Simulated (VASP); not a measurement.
Level of theory: PBE GGA, VASP's PBE PAW potentials (set 64) (plane waves; VASP 6.6.1).

VASP ran on this input.

KPOINTS:
```
Regular mesh
0
gamma
6 6 6
0 0 0
```

File POSCAR:
```
Ge
1
    0.0000000000     2.8290000000     2.8290000000
    2.8290000000     0.0000000000     2.8290000000
    2.8290000000     2.8290000000     0.0000000000
Ge
2
Direct
  0.0000000000   0.0000000000   0.0000000000
  0.2500000000   0.2500000000   0.2500000000
```

### INCAR
```
SYSTEM = Ge
PREC = Accurate
ENCUT = 300
EDIFF = 1E-6
NELM = 100
ALGO = Normal
LREAL = .FALSE.
LASPH = .TRUE.
ISMEAR = -1
SIGMA = 0.02
GGA = PE
LMAXMIX = 4
LWAVE = .FALSE.
LCHARG = .FALSE.
ISIF = 2
```

POTCAR, in this order: Ge_d (PBE.64 set). Program: vasp_std.

The run wrote:

File OUTCAR:
```
 ion  position               nearest neighbor table
   1  0.000  0.000  0.000-   2 2.45   2 2.45   2 2.45   2 2.45
   2  0.250  0.250  0.250-   1 2.45   1 2.45   1 2.45   1 2.45
  LATTYP: Found a face centered cubic cell.
 ALAT       =     5.6580000000
 Subroutine PRICEL returns:
 Original cell was already a primitive cell.
 Subroutine GETGRP returns: Found 48 space group operations
The static configuration has the point symmetry T_d .
 The point group associated with its full space group is O_h .
The dynamic configuration has the point symmetry T_d .
 Subroutine INISYM returns: Found 48 space group operations
 Subroutine IBZKPT returns following result:
 Found     16 irreducible k-points:

 Following reciprocal coordinates:
            Coordinates               Weight
  0.000000  0.000000  0.000000      1.000000
  0.166667  0.000000  0.000000      8.000000
  0.333333  0.000000  0.000000      8.000000
  0.500000  0.000000  0.000000      4.000000
  0.166667  0.166667  0.000000      6.000000
  0.333333  0.166667  0.000000     24.000000
  0.500000  0.166667  0.000000     24.000000
 -0.333333  0.166667  0.000000     24.000000
 -0.166667  0.166667  0.000000     12.000000
  0.333333  0.333333  0.000000      6.000000
  0.500000  0.333333  0.000000     24.000000
 -0.333333  0.333333  0.000000     12.000000
  0.500000  0.500000  0.000000      3.000000
  0.500000  0.333333  0.166667     24.000000
 -0.333333  0.333333  0.166667     24.000000
 -0.333333  0.500000  0.166667     12.000000
   k-points           NKPTS =     16   k-points in BZ     NKDIM =     16   number of bands    NBANDS=     18
   number of dos      NEDOS =    301   number of ions     NIONS =      2
   total plane-waves  NPLWV =  13824
   dimension x,y,z NGX =    24 NGY =   24 NGZ =   24
   dimension x,y,z NGXF=    48 NGYF=   48 NGZF=   48
   ions per type =               2
   PREC   = accura    normal or accurate (medium, high low for compatibility)
...
```

**OSZICAR**
```
       N       E                     dE             d eps       ncg     rms          rms(c)
DAV:   1     0.135254115864E+03    0.13525E+03   -0.11836E+04   600   0.308E+03
DAV:   2     0.682689895885E+01   -0.12843E+03   -0.12620E+03   576   0.423E+02
DAV:   3    -0.866245918761E+01   -0.15489E+02   -0.15379E+02   640   0.124E+02
DAV:   4    -0.904289143222E+01   -0.38043E+00   -0.37988E+00   640   0.224E+01
DAV:   5    -0.904868786033E+01   -0.57964E-02   -0.57956E-02   624   0.270E+00    0.323E+00
DAV:   6    -0.899091507775E+01    0.57773E-01   -0.22132E-02   620   0.155E+00    0.193E+00
DAV:   7    -0.895798043457E+01    0.32935E-01   -0.60261E-02   606   0.228E+00    0.160E-01
DAV:   8    -0.895987363061E+01   -0.18932E-02   -0.71359E-03   656   0.120E+00    0.633E-02
DAV:   9    -0.895988522767E+01   -0.11597E-04   -0.27478E-04   744   0.308E-01    0.188E-02
DAV:  10    -0.895991403710E+01   -0.28809E-04   -0.88417E-05   632   0.130E-01    0.654E-03
DAV:  11    -0.895991579952E+01   -0.17624E-05   -0.88988E-06   718   0.548E-02    0.165E-03
DAV:  12    -0.895991612588E+01   -0.32635E-06   -0.43672E-07   420   0.886E-03
   1 F= -.89599161E+01 E0= -.89597255E+01  d E =-.381227E-03
```

**OUTCAR**
```
------------------------ aborting loop because EDIFF is reached ----------------------------------------
  FORCE on cell =-STRESS in cart. coord.  units (eV):
  Direction    XX          YY          ZZ          XY          YZ          ZX
  --------------------------------------------------------------------------------------
  Total        0.5949153      0.5949153      0.5949153     -0.0000000      0.0000000     -0.0000000
  in kB       21.0492620     21.0492620     21.0492620     -0.0000000      0.0000000     -0.0000000
  external PRESSURE =      21.0492620 kB  Pullay stress =       0.0000000 kB
  volume of cell :       45.28
      direct lattice vectors                 reciprocal lattice vectors
     0.000000000  2.829000000  2.829000000    -0.176740898  0.176740898  0.176740898
     2.829000000  0.000000000  2.829000000     0.176740898 -0.176740898  0.176740898
     2.829000000  2.829000000  0.000000000     0.176740898  0.176740898 -0.176740898
 POSITION                                       TOTAL-FORCE (eV/Angst)
 -----------------------------------------------------------------------------------
      0.00000      0.00000      0.00000        -0.000000     -0.000000     -0.000000
      1.41450      1.41450      1.41450         0.000000      0.000000      0.000000
 -----------------------------------------------------------------------------------
    total drift:                               -0.000000      0.000000      0.000000
  FREE ENERGIE OF THE ION-ELECTRON SYSTEM (eV)
  ---------------------------------------------------
  free  energy   TOTEN  =        -8.9599161259 eV

  energy  without entropy=       -8.9595348993  energy(sigma->0) =       -8.95972551
```
(Selected blocks of OUTCAR.)

At this cut-off the stress carries a Pulay error, which pulls relaxed volumes low.

The structure is a typed Ge crystal (Fd-3m). The cell was not relaxed at this level. The run is one of a series of settings (KPOINTS 6×6×6 Γ-centred mesh against the base run), some of them coarse on purpose.
